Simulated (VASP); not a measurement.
Method: r2SCAN meta-GGA, VASP's PBE PAW potentials (set 64) (plane waves; VASP).

The input files of a VASP run:

**KPOINTS**
```
Automatic mesh
0
Gamma
8 8 8
0 0 0
```

### INCAR
```
! general
SYSTEM   =  SnTe
PREC     =  Accurate
ENCUT    =  480
LREAL    =  .False.
LASPH    =  .True.

! electronic loop
EDIFF    =  1E-7
NELM     =  100
ALGO     =  Normal
LMAXMIX  =  4
LMIXTAU  =  .True.

! smearing
ISMEAR   =  0
SIGMA    =  0.05

! functional
METAGGA  =  R2SCAN

! ions
IBRION   =  2
NSW      =  40
ISIF     =  3
EDIFFG   =  -0.01
PSTRESS  =  50

! output
LWAVE    =  .False.
LCHARG   =  .False.
```

File POSCAR:
```
SnTe
1
    0.0000000000     3.0893139635     3.0893139635
    3.0893139635     0.0000000000     3.0893139635
    3.0893139635     3.0893139635     0.0000000000
Sn Te
1 1
Direct
  0.0000000000   0.0000000000   0.0000000000
  0.5000000000   0.5000000000   0.5000000000
```

POTCAR, in this order: Sn_d Te (PBE.64 set). Program: vasp_std.

The run wrote:

**OSZICAR**
```
       N       E                     dE             d eps       ncg     rms          rms(c)
DAV:   1     0.767458581244E+02    0.76746E+02   -0.97189E+03   818   0.165E+03
DAV:   2    -0.434975988526E+02   -0.12024E+03   -0.11851E+03   848   0.376E+02
DAV:   3    -0.533969130680E+02   -0.98993E+01   -0.97753E+01  1100   0.992E+01
DAV:   4    -0.536318383743E+02   -0.23493E+00   -0.23489E+00   890   0.169E+01
DAV:   5    -0.536423532178E+02   -0.10515E-01   -0.10515E-01  1190   0.332E+00    0.548E+00
DAV:   6    -0.505315424374E+02    0.31108E+01   -0.85015E-01   992   0.157E+01    0.400E+00
DAV:   7    -0.504785525467E+02    0.52990E-01   -0.69988E-01   812   0.990E+00    0.938E-01
DAV:   8    -0.505514501834E+02   -0.72898E-01   -0.56309E-01   812   0.701E+00    0.480E-01
DAV:   9    -0.505885906291E+02   -0.37140E-01   -0.21670E-02   890   0.134E+00    0.471E-01
DAV:  10    -0.505825747913E+02    0.60158E-02   -0.47337E-03   926   0.422E-01    0.683E-01
DAV:  11    -0.505984941510E+02   -0.15919E-01   -0.69790E-02   812   0.183E+00    0.149E-01
DAV:  12    -0.506008786800E+02   -0.23845E-02   -0.39268E-03   860   0.488E-01    0.114E-01
DAV:  13    -0.505991846716E+02    0.16940E-02   -0.71350E-04   896   0.243E-01    0.188E-01
DAV:  14    -0.506017443991E+02   -0.25597E-02   -0.28775E-03   812   0.556E-01    0.618E-02
DAV:  15    -0.506017614095E+02   -0.17010E-04   -0.10206E-04  1016   0.968E-02    0.343E-02
DAV:  16    -0.506017653175E+02   -0.39080E-05   -0.12870E-05   830   0.397E-02    0.133E-02
DAV:  17    -0.506017681828E+02   -0.28653E-05   -0.52322E-06   890   0.232E-02    0.134E-02
DAV:  18    -0.506017694179E+02   -0.12351E-05   -0.40858E-06   842   0.302E-02    0.641E-03
DAV:  19    -0.506017699638E+02   -0.54589E-06   -0.81244E-07   836   0.142E-02    0.393E-03
DAV:  20    -0.506017701293E+02   -0.16553E-06   -0.45651E-08   574   0.210E-03    0.306E-03
DAV:  21    -0.506017700687E+02    0.60628E-07   -0.12009E-08   430   0.112E-03
   1 F= -.48761525E+02 E0= -.48761368E+02  d E =-.487615E+02
```

OUTCAR:
```
------------------------ aborting loop because EDIFF is reached ----------------------------------------
  FORCE on cell =-STRESS in cart. coord.  units (eV):
  Direction    XX          YY          ZZ          XY          YZ          ZX
  --------------------------------------------------------------------------------------
  Total        1.8343483      1.8343483      1.8343483      0.0000000      0.0000000     -0.0000000
  in kB       49.8397960     49.8397960     49.8397960      0.0000000      0.0000000     -0.0000000
  external PRESSURE =      -0.1602040 kB  Pullay stress =      50.0000000 kB
  volume of cell :       58.97
      direct lattice vectors                 reciprocal lattice vectors
     0.000000000  3.089313963  3.089313963    -0.161848231  0.161848231  0.161848231
     3.089313963  0.000000000  3.089313963     0.161848231 -0.161848231  0.161848231
     3.089313963  3.089313963  0.000000000     0.161848231  0.161848231 -0.161848231
 POSITION                                       TOTAL-FORCE (eV/Angst)
 -----------------------------------------------------------------------------------
      0.00000      0.00000      0.00000         0.000000      0.000000     -0.000000
      3.08931      3.08931      3.08931        -0.000000     -0.000000      0.000000
 -----------------------------------------------------------------------------------
    total drift:                                0.000000     -0.000000     -0.000000
  FREE ENERGIE OF THE ION-ELECTRON SYSTEM (eV)
  ---------------------------------------------------
  free  energy   TOTEN  =       -50.6017700687 eV

  energy  without entropy=      -50.6014547126  energy(sigma->0) =      -50.60161239
  enthalpy is  TOTEN    =       -48.7615254356 eV   P V=        1.8402446330

 reached required accuracy - stopping structural energy minimisation
```
(Selected blocks of OUTCAR.)

The compound is SnTe in the rock salt structure, which distorts at low temperature. It was relaxed first under an external pressure of 5 GPa.
